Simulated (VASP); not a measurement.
All values below come from rev-vdW-DF2, VASP's PBE PAW potentials (set 64) (plane waves; VASP).

VASP input:

### KPOINTS
```
k-points along high-symmetry lines
15
Line-mode
Reciprocal
  0.000000   0.000000   0.000000 ! GAMMA
  0.000000   0.500000   0.000000 ! X

  0.000000   0.500000   0.000000 ! X
  0.500000   0.500000   0.000000 ! M

  0.500000   0.500000   0.000000 ! M
  0.000000   0.000000   0.000000 ! GAMMA

  0.000000   0.000000   0.000000 ! GAMMA
  0.500000   0.500000   0.500000 ! R

  0.500000   0.500000   0.500000 ! R
  0.000000   0.500000   0.000000 ! X

  0.500000   0.500000   0.500000 ! R
  0.500000   0.500000   0.000000 ! M
```

### INCAR
```
SYSTEM  =  Cr
PREC  =  Accurate; ENCUT  =  520; LREAL  =  .False.
LASPH  =  .True.; ICHARG  =  11
EDIFF  =  1E-7; NELM  =  100; ALGO  =  Normal
LMAXMIX  =  4
ISMEAR  =  0; SIGMA  =  0.05
GGA  =  MK; LUSE_VDW  =  .True.; AGGAC  =  0.0
PARAM1  =  0.1234568; PARAM2  =  0.7114; ZAB_VDW  =  -1.8867
LWAVE  =  .False.; LCHARG  =  .False.; LORBIT  =  11
```

POSCAR:
```
Cr
1.0
  2.8262203421   0.0000000000   0.0000000000
  0.0000000000   2.8262203421   0.0000000000
  0.0000000000   0.0000000000   2.8262203421
Cr
2
Cart
  0.0000000000   0.0000000000   0.0000000000
  1.4131101711   1.4131101711   1.4131101711
```

POTCAR, in this order: Cr_pv (PBE.64 set). Program: vasp_std. Read from the step before: CHGCAR.

What VASP printed:

**OUTCAR**
```
 ion  position               nearest neighbor table
   1  0.000  0.000  0.000-   2 2.45   2 2.45   2 2.45   2 2.45   2 2.45   2 2.45   2 2.45   2 2.45
  LATTYP: Found a simple cubic cell.
 ALAT       =     2.8262203421
 Subroutine PRICEL returns following result:
  LATTYP: Found a body centered cubic cell.
 ALAT       =     2.8262203421
 Subroutine GETGRP returns: Found 48 space group operations
The static configuration has the point symmetry O_h .
The dynamic configuration has the point symmetry O_h .
 Subroutine INISYM returns: Found 48 space group operations
   k-points           NKPTS =     90   k-points in BZ     NKDIM =     90   number of bands    NBANDS=     16
   number of dos      NEDOS =    301   number of ions     NIONS =      2
   total plane-waves  NPLWV =  13824
   dimension x,y,z NGX =    24 NGY =   24 NGZ =   24
   dimension x,y,z NGXF=    48 NGYF=   48 NGZF=   48
   ions per type =               2
   PREC   = accura    normal or accurate (medium, high low for compatibility)
   ISTART =      0    job   : 0-new  1-cont  2-samecut
   ICHARG =     11    charge: 1-file 2-atom 10-const
   ISPIN  =      1    spin polarized calculation?
   LNONCOLLINEAR =      F non collinear calculations
   LSORBIT =      F    spin-orbit coupling
   INIWAV =      1    electr: 0-lowe 1-rand  2-diag
   ENCUT  =  520.0 eV  38.22 Ry    6.18 a.u.   5.25  5.25  5.25*2*pi/ulx,y,z
   NELM   =    100;   NELMIN=  2; NELMDL= -5     # of ELM steps
   EDIFF  = 0.1E-06   stopping-criterion for ELM
   LREAL  =      F    real-space projection
   NLSPLINE    = F    spline interpolate recip. space projectors
   LMAXMIX     =    4 max onsite mixed and CHGCAR
   VOSKOWN=      0    Vosko Wilk Nusair interpolation
   EDIFFG = 0.1E-05   stopping-criterion for IOM
   NSW    =      0    number of steps for IOM
   NBLOCK =      1;   KBLOCK =      1    inner block; outer block
   IBRION =     -1    ionic relax: 0-MD 1-quasi-New 2-CG
   NFREE  =      0    steps in history (QN), initial steepest desc. (CG)
   ISIF   =      2    stress and relaxation
   ISYM   =      2    0-nonsym 1-usesym 2-fastsym
   TEIN   =    0.0    initial temperature
   TEBEG  =    0.0;   TEEND  =   0.0 temperature during run
   SMASS  =  -3.00    Nose mass-parameter (am)
   PSTRESS=    0.0 pullay stress
   NELECT =      24.0000    total number of electrons
   EFERMI =   0.00;   METHOD = LEGACY
   ISMEAR =     0;   SIGMA  =   0.05  broadening in eV -4-tet -1-fermi 0-gaus
   IALGO  =     38    algorithm
   LDIAG  =      T    sub-space diagonalisation (order eigenvalues)
   IMIX   =      4    mixing-type and parameters
     AMIX     =   0.40;   BMIX     =  1.00
     AMIX_MAG =   1.60;   BMIX_MAG =  1.00
     AMIN     =   0.10
   GGA     = MK    functional components
   VOSKOWN =     0    Vosko Wilk Nusair interpolation
   LHFCALC =     F    Hartree Fock is set to
   LHFONE  =     F    Hartree Fock one center treatment
   AEXX    =    0.0000 exact exchange contribution
   LUSE_VDW   =     T    switch on vdW DFT
   IVDW    =     0    specifies the selected vdW correction
   LEPSILON=     F    determine dielectric tensor
   LRPA    =     F    only Hartree local field effects (RPA)
  energy-cutoff  :      520.00
  volume of cell :       22.57
      direct lattice vectors                 reciprocal lattice vectors
     2.826220342  0.000000000  0.000000000     0.353829454  0.000000000  0.000000000
     0.000000000  2.826220342  0.000000000     0.000000000  0.353829454  0.000000000
     0.000000000  0.000000000  2.826220342     0.000000000  0.000000000  0.353829454
 k-point     1 :   0.0000 0.0000 0.0000  plane waves:     619
 k-point     2 :   0.0000 0.0357 0.0000  plane waves:     619
 k-point     3 :   0.0000 0.0714 0.0000  plane waves:     615
 k-point     4 :   0.0000 0.1071 0.0000  plane waves:     611
 k-point     5 :   0.0000 0.1429 0.0000  plane waves:     615
 k-point     6 :   0.0000 0.1786 0.0000  plane waves:     619
 k-point     7 :   0.0000 0.2143 0.0000  plane waves:     611
 k-point     8 :   0.0000 0.2500 0.0000  plane waves:     627
 k-point     9 :   0.0000 0.2857 0.0000  plane waves:     610
...
```

OSZICAR:
```
       N       E                     dE             d eps       ncg     rms          rms(c)
DAV:   1     0.234396194282E+03    0.23440E+03   -0.14746E+04  2880   0.188E+03
DAV:   2    -0.669796666501E+01   -0.24109E+03   -0.23910E+03  3128   0.499E+02
DAV:   3    -0.140835380433E+02   -0.73856E+01   -0.72815E+01  3648   0.991E+01
DAV:   4    -0.142107156951E+02   -0.12718E+00   -0.12715E+00  3752   0.120E+01
DAV:   5    -0.142135177219E+02   -0.28020E-02   -0.28020E-02  4024   0.131E+00
DAV:   6    -0.142135791398E+02   -0.61418E-04   -0.61418E-04  3752   0.152E-01
DAV:   7    -0.142135798048E+02   -0.66501E-06   -0.66597E-06  3384   0.134E-02
DAV:   8    -0.142135798236E+02   -0.18873E-07   -0.18356E-07  2208   0.179E-03
   1 F= -.14213580E+02 E0= -.14212646E+02  d E =-.186674E-02
```

OUTCAR:
```
 val. band max:       11.1957850521   @ k =   0.3929   0.3929   0.0000

 cond. band min:      11.2245014219   @ k =   0.1429   0.5000   0.0000



 k-point     1 :       0.0000    0.0000    0.0000
  band No.  band energies     occupation
      1     -32.0938      2.00000
      2     -32.0938      2.00000
      3     -32.0938      2.00000
      4     -31.4144      2.00000
      5     -31.4144      2.00000
      6     -31.4144      2.00000
      7       3.2835      2.00000
      8       6.7300      2.00000
      9       6.7300      2.00000
     10      10.2087      2.00000
     11      10.2087      2.00000
     12      10.2087      2.00000
     13      12.3379      0.00000
     14      12.3379      0.00000
     15      13.6763      0.00000
     16      13.6763      0.00000

 k-point     2 :       0.0000    0.0357    0.0000
  band No.  band energies     occupation
      1     -32.0940      2.00000
      2     -32.0915      2.00000
      3     -32.0915      2.00000
      4     -31.4190      2.00000
      5     -31.4164      2.00000
      6     -31.4164      2.00000
      7       3.3124      2.00000
      8       6.7449      2.00000
      9       6.7473      2.00000
     10      10.2073      2.00000
     11      10.2073      2.00000
     12      10.2185      2.00000
     13      12.3173      0.00000
     14      12.3458      0.00000
     15      13.6373      0.00000
     16      13.6373      0.00000

 k-point     3 :       0.0000    0.0714    0.0000
  band No.  band energies     occupation
      1     -32.0944      2.00000
      2     -32.0848      2.00000
      3     -32.0848      2.00000
      4     -31.4327      2.00000
      5     -31.4224      2.00000
      6     -31.4224      2.00000
      7       3.3986      2.00000
      8       6.7894      2.00000
      9       6.7981      2.00000
     10      10.2034      2.00000
     11      10.2034      2.00000
     12      10.2478      2.00000
     13      12.2557      0.00000
     14      12.3691      0.00000
...
```

The density is held fixed in this step, so its total energy and stress have no physical meaning.

The compound is Cr in the bcc, AFM order structure. It was relaxed first, which changed the volume by -5 %. The run is not spin-polarised, so no magnetic state was tried.
